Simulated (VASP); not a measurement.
Given:

```yaml
crystal:
  lattice:
    - [-1.63862, 1.63862, 5.56337]
    - [1.63862, -1.63862, 5.56337]
    - [1.63862, 1.63862, -5.56337]
  atoms:
    - { symbol: V, position: [0.74927, 0.74927, 0.00000], spin: 0.1 }
    - { symbol: V, position: [0.49927, 0.99927, 0.50000], spin: 0.1 }
    - { symbol: Ge, position: [0.16673, 0.16673, 0.00000] }
    - { symbol: Ge, position: [0.91673, 0.41673, 0.50000] }
```

All values below come from PBEsol GGA, VASP's PBE PAW potentials (set 64) (plane waves; VASP). Numerical set-up: 400 eV cut-off, 15×15×15 Γ-centred mesh, tetrahedra with Blöchl corrections, potentials V_sv Ge_d.

Q: What does the run give for the cell moment, energy per atom (σ→0), band gap (on the k-mesh) with the smallest direct gap where there is one?

A: 
| Quantity | Value |
|---|---|
| band gap (on the k-mesh) | none (metal, semimetal or under 0.01 eV) |
| cell moment | 0.00 μB |
| energy per atom (σ→0) | -7.321 eV/atom |

The absolute energy has meaning only against runs of the same code, potentials and settings.

The structure was generated: VGe was put into the NbAs type (I4_1md), which need not be its known phase. It was relaxed first.
